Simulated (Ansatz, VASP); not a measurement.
# Cross-check of W (W wire along [111], 4 atoms a period) between VASP and Ansatz, part 2 of 2

Wanted: the spread between two codes on one cell, functional and k mesh. Of the first pair: The structure shown is the start of the Ansatz relaxation below; VASP solves that cell, so the two are compared at the walk's first step.

VASP 6.6.1 and Ansatz 0.2.0.

So far. Step 4 (Differences): The forces differ by 123 meV/Å r.m.s., which is 5.9 % of the r.m.s. force of 2.099 eV/Å (both taken over all components).

## Step 6: Ansatz: relaxation, PBE

Level of this step: Ansatz beside VASP: Kohn-Sham DFT, plane waves, PBE (Ansatz).

This run makes the geometry at which the two programs are then compared. The cell compared in this pair holds 259.50 Å³, against 265.16 Å³ for the pair before.

The structure compared here is the end of the Ansatz relaxation.

input.yaml reads:

```yaml
crystal:
  lattice:
    - [9.042, 0.0, 0.0]
    - [0.0, 10.682, 0.0]
    - [0.0, 0.0, 2.74530053]
  atoms:
    - { symbol: W, position: [0.376023004, 0.439444587, 0.0] }
    - { symbol: W, position: [0.376023004, 0.681748852, 0.333333333] }
    - { symbol: W, position: [0.62392485, 0.318292455, 0.333333333] }
    - { symbol: W, position: [0.62392485, 0.56059672, 0.666666667] }
kpoints:
  mp_grid: { grid: [1, 1, 30] }
scf:
  occupations: { method: fermi_dirac, width: 0.05 }
hamiltonian:
  xc: pbe
  pseudopotentials: { kind: paw, azcp: { folder: soft_1 } }
relax:
  cell: { fix: [a, b, alpha, beta, gamma] }
  max_steps: 45
  f_tol: 0.03
```

Run with:

```
$ ansatz run input.yaml --threads 4 --pin off --max-ram 16384MiB --backend cpu --events-out ev --progress --plain --runs-dir out
```

Numbers of over 12 decimals in the logs are rounded to 6 here.

The program printed:

```text
[...]
Crystal: 4 atoms, lattice volume = 265.159 Å³
Basis set: ecut = 420 eV, 5213 PW (Γ), exchange–correlation on 128×144×40 points (8 copies of the dense FFT grid, shifted against one another)
Bands: 34, of which v1, the nominal top of the filled ones, is band 28 counted from 1 (27 counted from 0)
Symmetry: 2 space group operations
[...]
k-points: 16 of 30
[...]
P = ⅓ Tr σ = 0.0636 GPa (0.636 kbar)
--- Relaxed structure (5 steps of the walk, 5 accepted, 1 SCFs on fresh bases) ---
[...]
cell:  # Å, volume = 259.5020 Å³
    - [9.042, 0, 0]
    - [0, 10.682, 0]
    - [0, 0, 2.686727]
  atoms:
    - { symbol: W, position: [0.383411, 0.443788, 0.040999] }
    - { symbol: W, position: [0.390072, 0.663828, 0.332573] }
    - { symbol: W, position: [0.609876, 0.336213, 0.334093] }
    - { symbol: W, position: [0.616536, 0.556253, 0.625667] }
[key lines of the parts left out:]
SCF converged after 7 iterations
Free energy (F): -41533.727041 eV
Fermi energy:    2.461534 eV
```

## Step 7: VASP: single point, PBE, relaxed cell, pair 2

The same cell, functional, mesh and smearing now go to VASP, with its own data sets.

INCAR reads:

```
SYSTEM = W
PREC = Accurate
ENCUT = 600
EDIFF = 1E-06
NELM = 120
ISMEAR = -1
SIGMA = 0.05
LREAL = .FALSE.
ALGO = Normal
GGA = PE
NBANDS = 18
LASPH = .TRUE.
LORBIT = 11
LWAVE = .FALSE.
LCHARG = .FALSE.
ISIF = 2
GGA_COMPAT = .FALSE.
```

POSCAR reads:

```
W
1.0
    9.0420000000      0.0000000000      0.0000000000
    0.0000000000     10.6820000000      0.0000000000
    0.0000000000      0.0000000000      2.6867274401
W
4
Direct
    0.3834114961      0.4437882831      0.0409993994
    0.3900721939      0.6638280827      0.3325734072
    0.6098756601      0.3362132243      0.3340932593
    0.6165363579      0.5562530239      0.6256672672
```

KPOINTS reads:

```
Automatic mesh
0
Gamma
1 1 30
0 0 0
```

The projector-augmented-wave data sets are W (PBE family, release 64).

Run with:

```
$ mpirun -np 1 vasp_std
```

The program printed:

```text
[... set-up lines as in an earlier step ...]
 entering main loop
       N       E                     dE             d eps       ncg     rms          rms(c)
DAV:   1     0.116634850459E+03    0.11663E+03   -0.86369E+03   576   0.111E+03
DAV:   2    -0.268120701892E+02   -0.14345E+03   -0.13462E+03   900   0.186E+02
DAV:   3    -0.456180937267E+02   -0.18806E+02   -0.18382E+02   754   0.740E+01
DAV:   4    -0.464487982534E+02   -0.83070E+00   -0.82363E+00   976   0.145E+01
[...]
DAV:  16    -0.421940427187E+02   -0.92391E-04   -0.39835E-05   688   0.427E-02    0.446E-03
DAV:  17    -0.421940444984E+02   -0.17798E-05   -0.67192E-06   686   0.181E-02    0.384E-03
DAV:  18    -0.421940448209E+02   -0.32242E-06   -0.14820E-06   616   0.659E-03
   1 F= -.42194045E+02 E0= -.42176572E+02  d E =-.349448E-01
```

From OUTCAR (step 7):

```text
  Total       -1.0087688     -1.8476121     -1.3179907      0.5211867     -0.1952349     -0.3788357
  in kB       -6.2281857    -11.4072432     -8.1373356      3.2178309     -1.2053897     -2.3389491
  external PRESSURE =      -8.5909215 kB  Pullay stress =       0.0000000 kB

 POSITION                                       TOTAL-FORCE (eV/Angst)
 -----------------------------------------------------------------------------------
      3.46681      4.74055      0.11015         0.345731      0.207856      0.147545
      3.52703      7.09101      0.89353         0.276286     -0.460736      0.004487
      5.51450      3.59143      0.89762        -0.276286      0.460736     -0.004487
      5.57472      5.94189      1.68100        -0.345731     -0.207856     -0.147545
 -----------------------------------------------------------------------------------
    total drift:                                0.000000      0.000000     -0.000000

  FREE ENERGIE OF THE ION-ELECTRON SYSTEM (eV)
  ---------------------------------------------------
  free  energy   TOTEN  =       -42.1940448209 eV

  energy  without entropy=      -42.1590999710  energy(sigma->0) =      -42.17657240

[... 1 part as in an earlier step ...]

[... 2 further parts left out ...]
[key lines of the parts left out:]
E-fermi :  -1.1190
```

## Step 8: Side by side

What differs besides the data sets and the points named for the pairs above, as far as they apply: the data sets hold 56 valence electrons in Ansatz (on its PAW soft_1 files) and 24 in VASP; the cutoff is 420 eV in Ansatz and 600 eV in VASP; Ansatz's pressure holds a Pulay correction, VASP's none. Total energies have different zeros and are not compared.

Both answers:

```
      quantity  Ansatz   VASP  difference
pressure (GPa)    0.06  -0.86       +0.92
```

Forces (eV/Å; atoms numbered as in POSCAR):

```
atom         Ansatz x, y, z            VASP x, y, z
  W1  -0.025, 0.000, -0.011     0.346, 0.208, 0.148
  W2    0.013, 0.000, 0.004    0.276, -0.461, 0.004
  W3  -0.013, 0.000, -0.004   -0.276, 0.461, -0.004
  W4    0.025, 0.000, 0.011  -0.346, -0.208, -0.148
```

The forces differ by 285 meV/Å r.m.s., where the r.m.s. force is 0.012 eV/Å in Ansatz and 0.281 eV/Å in VASP: the atoms lie near their places of rest in Ansatz, so a percentage would say little (all taken over all components).

## Step 9: Results

```yaml
r_m_s_force_difference_single_point_pbe_start_cell_pair_1: 5.9 % of the r.m.s. force
r_m_s_force_difference_single_point_pbe_relaxed_cell_pair_2: 102 % of the r.m.s. force
difference_in_pressure_single_point_pbe_relaxed_cell_pair_2: 0.92 GPa
```

In words: The r.m.s. force difference is 102 % of the r.m.s. force (single point, PBE, relaxed cell, pair 2), beyond the 3 % picked in this series as the mark of a large difference. The data sets hold unlike numbers of valence electrons (56 in Ansatz and 24 in VASP), so part of the differences comes from the potentials. Single point, PBE, start cell, pair 1, VASP with the data sets W_sv and a cutoff of 400 eV: r.m.s. force difference goes from 123 to 10 meV/Å. What causes the difference of the single point, PBE, relaxed cell, pair 2 pair stays open here. Such differences can come from data sets, numerical settings and the points named under the comparisons, not from the functional's error against experiment.

[Lines on the potential files, build, host, timing and source positions are cut from VASP's logs without a mark.]

[Logs are printed without paths, hosts, clocks, repeated set-up lines and the standing remarks that a program may print on its own settings, such as how far it seeks lower states.]

[Hosts, paths, dates, database ids (printed as entryN), source tags and the programs' standing remarks are cut or masked in the printed files.]
